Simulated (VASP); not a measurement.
Crystal: HfIn4SiO6.

```
Hf In Si O
1.0
     5.33162    0.01593   -0.04837
    -2.57933    4.88198   -0.01914
    -1.51813   -1.22216    9.45525
Hf In Si O
1 4 1 6
Direct
  0.23802 0.06928 0.40279
  0.14547 0.57471 0.87038
  0.52445 0.72220 0.34881
  0.57313 0.31316 0.12096
  0.88250 0.38531 0.56415
  0.88112 0.94770 0.03773
  0.26442 0.40613 0.48868
  0.95713 0.78886 0.48788
  0.83989 0.63938 0.98584
  0.99055 0.00270 0.21370
  0.13665 0.20373 0.97864
  0.56667 0.94684 0.00044
```

The cell was built by a generator and needn't be a form met in nature.

- Program: VASP 6.6.1
- Task: single point
- Functional: PBE
- Potentials or basis: VASP PAW PBE potentials, release 64 (Hf_pv, In_d, Si, O)
- Cutoff: 520 eV
- k mesh: 6 × 6 × 3
- Occupations: fermi-dirac, width 0.05 eV
- Spin: no spin polarisation

On this cell: pressure -0.1 GPa; largest force 0.157 eV/Å; band gap on the k mesh 1.10 eV, indirect (least direct gap 1.24 eV).

The same run follows on a disturbed copy (atoms moved at random, drawn with an rms of 0.05 Å):

```
Hf In Si O
1.0
     5.33162    0.01593   -0.04837
    -2.57933    4.88198   -0.01914
    -1.51813   -1.22216    9.45525
Hf In Si O
1 4 1 6
Cartesian
  0.4875 -0.2017 3.8539
  -2.0486 1.8345 8.2061
  0.3897 3.1139 3.2286
  2.0633 1.3980 1.1275
  2.8320 1.2170 5.2665
  2.1533 4.6001 0.3118
  -0.3959 1.4022 4.5419
  2.3104 3.3193 4.5560
  1.3622 1.9493 9.2200
  4.9643 -0.2726 1.9475
  -1.3204 -0.1774 9.2895
  0.5711 4.6437 -0.0326
```

**Question.** What does the disturbed cell give?

**Answer.** The energy moves by +19.7 meV/atom; pressure 0.4 GPa; largest force 2.811 eV/Å; band gap on the k mesh 1.23 eV, indirect (least direct gap 1.35 eV).

Forces in eV/Å, atoms in the order of the input:
```
Hf   0.211  2.064 -1.896
In   0.083 -0.377 -0.148
In   0.048 -0.125 -0.140
In  -0.187  0.128 -0.177
In   0.185 -0.029  0.219
Si   1.717 -0.248 -0.676
O    0.049 -0.307  0.037
O   -0.896 -1.580  0.955
O   -0.722  0.395  0.403
O    0.355 -0.090  1.774
O    0.051  0.248 -0.209
O   -0.894 -0.079 -0.143
```

Stress tensor (GPa, compression positive):
```
 0.85  1.27 -0.74
 1.27  0.47 -0.89
-0.74 -0.89 -0.02
```

Caveats: spin-orbit coupling is left out, which moves the levels of the heavy elements; an odd mesh through Γ misses points on the zone boundary, where band edges often lie.
